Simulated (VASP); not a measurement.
VASP input:

### KPOINTS
```
Automatic mesh
0
Gamma
10 10 10
0 0 0
```

**INCAR**
```
SYSTEM = HfS
PREC = Accurate; ENCUT = 400; LREAL = .False.
LASPH = .True.
EDIFF = 1E-6; NELM = 100; ALGO = Normal
LMAXMIX = 6
ISMEAR = 1; SIGMA = 0.1
GGA = PS
IBRION = 2; NSW = 60; ISIF = 3
EDIFFG = -0.01
LWAVE = .False.; LCHARG = .False.
```

File POSCAR:
```
HfS
1
    3.1485286857     0.0000000000     0.0000000000
    0.0000000000     3.1485286857     0.0000000000
   -0.0000000000    -0.0000000000     3.1485286857
Hf S
1 1
Direct
  0.0000000000   0.0000000000   1.0000000000
  0.5000000000   0.5000000000   0.5000000000
```

POTCAR, in this order: Hf_pv S (PBE.64 set). Program: vasp_std.

Task: Translate this PBEsol calculation to Quantum ESPRESSO's pw.x.

Result: One equivalent input (not run):
```
&CONTROL
  calculation = 'vc-relax'
  pseudo_dir = './pseudo'
  outdir = './out'
  tprnfor = .true.
  tstress = .true.
  nstep = 60
  forc_conv_thr = 0.00039
/
&SYSTEM
  ibrav = 0
  nat = 2
  ntyp = 2
  ecutwfc = 58
  occupations = 'smearing'
  smearing = 'methfessel-paxton'
  degauss = 0.00735
  input_dft = 'pbesol'
/
&ELECTRONS
  conv_thr = 7.3e-08
  electron_maxstep = 100
/
&IONS
/
&CELL
/
ATOMIC_SPECIES
  Hf 178.490 Hf.upf
  S 32.060 S.upf
CELL_PARAMETERS angstrom
     3.1485287    0.0000000    0.0000000
     0.0000000    3.1485287    0.0000000
    -0.0000000   -0.0000000    3.1485287
ATOMIC_POSITIONS crystal
  Hf   0.0000000  0.0000000  1.0000000
  S    0.5000000  0.5000000  0.5000000
K_POINTS automatic
  10 10 10 0 0 0
```
Limits of the translation: the potentials are each code's own (VASP's PAW set, PseudoDojo norm-conserving files in pw.x), so ENCUT and ecutwfc are chosen apart and not converted; conv_thr bounds pw.x's estimated SCF error, while EDIFF bounds the energy change between steps; forc_conv_thr acts on force components and is met together with etot_conv_thr.

The structure was generated: HfS was put into the CsCl type type (Pm-3m), which need not be its known phase. This run relaxes it. Symmetry was kept, so distortions that lower it aren't found. The start is the result of an earlier pass.
